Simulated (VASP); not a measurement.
Here is the system:

```
SnSe
1.0
    0.00000     2.79720     2.79720
    2.79720     0.00000     2.79720
    2.79720     2.79720     0.00000
Sn Se
1 1
Direct
  0.00000   0.00000   0.00000
  0.50000   0.50000   0.50000
```

Method: PBEsol GGA, VASP's PBE PAW potentials (set 64) (plane waves; VASP). Run with 400 eV cut-off, 7×7×7 Γ-centred mesh, Gaussian smearing of 0.050 eV, potentials Sn_d Se.

Energy and stress use the plane-wave basis of the starting cell.

The ions, cell shape and volume are relaxed. Predict the relaxed structure.

```
SnSe
1.0
    0.00000     2.97032     2.97032
    2.97032     0.00000     2.97032
    2.97032     2.97032     0.00000
Sn Se
1 1
Direct
  0.00000   0.00000   0.00000
  0.50000   0.50000   0.50000
```
Space group Fm-3m (225), at a tolerance of 0.03 Å.

How do energy and volume change from the first to the last step?

The energy (σ→0) changes by -172.2 meV/atom and the volume by +19.7 %, in 3 ionic steps.

The structure was generated: SnSe was put into the rock salt type (Fm-3m), which need not be its known phase. This run relaxes it. Symmetry was kept, so distortions that lower it aren't found.
